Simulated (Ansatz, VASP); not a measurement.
# Cross-check of Sb2Se3 between VASP and Ansatz, part 2 of 2

Aim: how closely do two programs agree when they are given the same cell, functional and k mesh? Of the first pair: The structure shown is the start of the Ansatz relaxation below; VASP solves that cell, so the two are compared at the walk's first step.

VASP 6.6.1 and Ansatz 0.2.0.

So far. Step 4 (Comparison): The forces differ by 8.9 meV/Å r.m.s., which is 6.4 % of the r.m.s. force of 0.139 eV/Å (both taken over all components). With vacuum in the cell, a pressure given here is an average over mostly empty space and none of the material.

## (5) Ansatz: relaxation, PBE

Level of this step: Ansatz beside VASP: Kohn-Sham DFT, plane waves, PBE (Ansatz).

This run makes the geometry at which the two programs are then compared.

The structure compared here is the end of the Ansatz relaxation.

input.yaml reads:

```yaml
crystal:
  lattice:
    - [4.06, 0.0, 0.0]
    - [-2.03, 3.5160631394, 0.0]
    - [0.0, 0.0, 41.2]
  atoms:
    - { symbol: Se, position: [0.0, 0.0, 0.5] }
    - { symbol: Sb, position: [0.3333333333, 0.6666666667, 0.5461165049] }
    - { symbol: Sb, position: [0.6666666667, 0.3333333333, 0.4538834951] }
    - { symbol: Se, position: [0.6666666667, 0.3333333333, 0.5849514563] }
    - { symbol: Se, position: [0.3333333333, 0.6666666667, 0.4150485437] }
  periodic: [true, true, false]
kpoints:
  mp_grid: { grid: [6, 6, 1] }
hamiltonian:
  xc: pbe
  pseudopotentials: { kind: paw, azcp: { folder: soft_1 } }
scf:
  occupations: { method: fermi_dirac, width: 0.02 }
relax:
  f_tol: 0.01
  max_steps: 100
  cell: {}
```

Command:

```console
ansatz run input.yaml --threads 4 --pin off --max-ram 17510MiB --backend cpu --events-out ev --progress --plain --runs-dir out
```

Numbers of over 12 decimals in the logs are rounded to 6 here.

Output:

```text
[...]
Crystal: 5 atoms, lattice volume = 588.139 Å³
Basis set: ecut = 420 eV, 11489 PW (Γ), exchange–correlation on 60×60×576 points (8 copies of the dense FFT grid, shifted against one another)
Bands: 47, of which v1, the nominal top of the filled ones, is band 39 counted from 1 (38 counted from 0)
Symmetry: 12 space group operations
[...]
k-points: 7 of 36
[...]
cell:  # Å, volume = 589.1260 Å³
    - [4.063406, 0.0, 0]
    - [-2.031703, 3.519012, 0]
    - [0, 0, 41.2]
  atoms:
    - { symbol: Se, position: [0, 0, 0.5] }
    - { symbol: Sb, position: [0.333333, 0.666667, 0.545971] }
    - { symbol: Sb, position: [0.666667, 0.333333, 0.454029] }
    - { symbol: Se, position: [0.666667, 0.333333, 0.583718] }
    - { symbol: Se, position: [0.333333, 0.666667, 0.416282] }
[key lines of the parts left out:]
SCF converged after 8 iterations
Free energy (F): -29377.711285 eV
Fermi energy:    -5.271930 eV
P = ½ c Tr σ = -0.0199 N/m
```

## (6) VASP: single point, PBE, relaxed cell, pair 2

The same cell, functional, mesh and smearing now go to VASP, with its own data sets.

INCAR reads:

```
SYSTEM = Sb2Se3
PREC = Accurate
ENCUT = 400
EDIFF = 1E-06
NELM = 120
ISMEAR = -1
SIGMA = 0.02
LREAL = .FALSE.
ALGO = Normal
GGA = PE
NBANDS = 20
LORBIT = 11
LWAVE = .FALSE.
LCHARG = .FALSE.
ISIF = 2
LDIPOL = .TRUE.
IDIPOL = 3
DIPOL = 0.5 0.5 0.5
LVHAR = .TRUE.
LASPH = .TRUE.
GGA_COMPAT = .FALSE.
EFERMI = MIDGAP
NELMDL = -8
KPAR = 2
```

POSCAR reads:

```
Sb2Se3
1.0
    4.0634055082      0.0000000000      0.0000000000
   -2.0317027541      3.5190123960      0.0000000000
    0.0000000000      0.0000000000     41.2000000000
Se Sb
3 2
Direct
    1.0000000000      0.0000000000      0.5000000000
    0.6666666666      0.3333333334      0.5837179088
    0.3333333333      0.6666666667      0.4162820912
    0.3333333333      0.6666666667      0.5459711902
    0.6666666666      0.3333333334      0.4540288098
```

KPOINTS reads:

```
Automatic mesh
0
Gamma
6 6 1
0 0 0
```

PAW data sets: Se and Sb (PBE family, release 64).

Command:

```console
mpirun -np 2 vasp_std
```

Output:

```text
[... set-up lines as in an earlier step ...]
 entering main loop
       N       E                     dE             d eps       ncg     rms          rms(c)
DAV:   1     0.203700726587E+03    0.20370E+03   -0.71686E+03   280   0.778E+02
DAV:   2     0.130395381756E+02   -0.19066E+03   -0.18519E+03   452   0.150E+02
DAV:   3    -0.193615562873E+02   -0.32401E+02   -0.32050E+02   340   0.745E+01
DAV:   4    -0.206325598560E+02   -0.12710E+01   -0.12622E+01   328   0.182E+01
[...]
DAV:  21    -0.200981834643E+02   -0.29737E-05   -0.37053E-08   180   0.707E-04    0.532E-04
DAV:  22    -0.200981853324E+02   -0.18681E-05   -0.45147E-08   184   0.638E-04    0.160E-04
DAV:  23    -0.200981857267E+02   -0.39431E-06   -0.10129E-08   168   0.392E-04
   1 F= -.20098186E+02 E0= -.20098186E+02  d E =-.616750E-08
```

OUTCAR, selected parts (step 6):

```text
  Total       -0.0738372     -0.0738372     -0.0501797     -0.0000000      0.0000000      0.0000000
  in kB       -0.2008063     -0.2008063     -0.1364679     -0.0000000      0.0000000      0.0000000
  external PRESSURE =      -0.1793602 kB  Pullay stress =       0.0000000 kB

 POSITION                                       TOTAL-FORCE (eV/Angst)
 -----------------------------------------------------------------------------------
      0.00000      0.00000     20.60000        -0.000000     -0.000000      0.000000
      2.03170      1.17300     24.04918        -0.000000     -0.000000      0.010537
     -0.00000      2.34601     17.15082        -0.000000     -0.000000     -0.010537
     -0.00000      2.34601     22.49401         0.000000     -0.000000     -0.026487
      2.03170      1.17300     18.70599         0.000000      0.000000      0.026487
 -----------------------------------------------------------------------------------
    total drift:                                0.000000     -0.000000     -0.000000

  FREE ENERGIE OF THE ION-ELECTRON SYSTEM (eV)
  ---------------------------------------------------
  free  energy   TOTEN  =       -20.0981857267 eV

  energy  without entropy=      -20.0981857206  energy(sigma->0) =      -20.09818572

[... 1 part as in an earlier step ...]

[... 2 further parts left out ...]
[key lines of the parts left out:]
E-fermi :  -2.9358
```

## (7) Comparison

What differs besides the data sets and the points named for the pairs above, as far as they apply: the data sets hold 78 valence electrons in Ansatz (on its PAW soft_1 files) and 28 in VASP. Total energies have different zeros and are not compared.

Both answers:

| quantity | Ansatz | VASP | difference |
| --- | --- | --- | --- |
| gap on the k mesh (eV) | 0.677 | 0.663 | +0.015 |

At this near-relaxed geometry the largest component of a force difference is 26 meV/Å. A gap on the mesh is an upper bound, since the band edges may lie between its points. With vacuum in the cell, a pressure given here is an average over mostly empty space and none of the material.

## (8) Summary of results

| Property | Result |
| --- | --- |
| r.m.s. force difference (single point, PBE, start cell, pair 1) | 8.9 meV/Å |
| difference in gap on the k mesh (single point, PBE, relaxed cell, pair 2) | 0.015 eV |
| r.m.s. force difference (single point, PBE, relaxed cell, pair 2) | 10 meV/Å |

The r.m.s. force difference is 10 meV/Å (single point, PBE, relaxed cell, pair 2), within the 12 meV/Å picked in this series as the mark of a large difference. The data sets hold unlike numbers of valence electrons (78 in Ansatz and 28 in VASP), so part of the differences comes from the potentials. How closely two codes agree says nothing of how well the functional describes the real material.

[Lines on the potential files, build, host, timing and source positions are cut from VASP's logs without a mark.]

[Logs are printed without paths, hosts, clocks, repeated set-up lines and the standing remarks that a program may print on its own settings, such as how far it seeks lower states.]

[Hosts, paths, dates, database ids (printed as entryN), source tags and the programs' standing remarks are cut or masked in the printed files.]
